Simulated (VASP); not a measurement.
Input of a VASP 6.6.1 run:

File INCAR:

```
PREC = Accurate ; ENCUT = 600
EDIFF = 1E-6 ; ISMEAR = 1
SIGMA = 0.1 ; LREAL = False
LASPH = True ; NELM = 80
ALGO = Normal ; ISIF = 3
LWAVE = False ; LCHARG = False
GGA = PE ; IBRION = 2
NSW = 90 ; EDIFFG = -0.01
```

File KPOINTS:

```
regular mesh
0
Gamma
  12 12 12
```

The input POSCAR:

```
InPd
1.0
    3.2718847800      0.0000000000      0.0000000000
    0.0000000000      3.2718847800      0.0000000000
    0.0000000000      0.0000000000      3.2718847800
In Pd
1 1
Direct
    0.0000000000      0.0000000000      0.0000000000
    0.5000000000      0.5000000000      0.5000000000
```

Potentials or basis: VASP PAW PBE potentials, release 64 (In_d, Pd).

Command:

```console
$ cat potpaw_PBE.64/In_d/POTCAR potpaw_PBE.64/Pd/POTCAR > POTCAR
$ mpirun -np 1 vasp_std > vasp.out
```

(1) Estimate the space group after relaxing (to 0.05 Å).

(2) What does it give for the relaxed cell?

(3) Estimate the relaxed volume.

(4) Predict the band gap on the k mesh.

Answers

(1) Pm-3m (No. 221).

(2) a = 3.305 Å, b = 3.305 Å, c = 3.305 Å, α = 90.00°, β = 90.00°, γ = 90.00°.

(3) 18.06 Å³/atom.

(4) none (metal or under the smearing width).
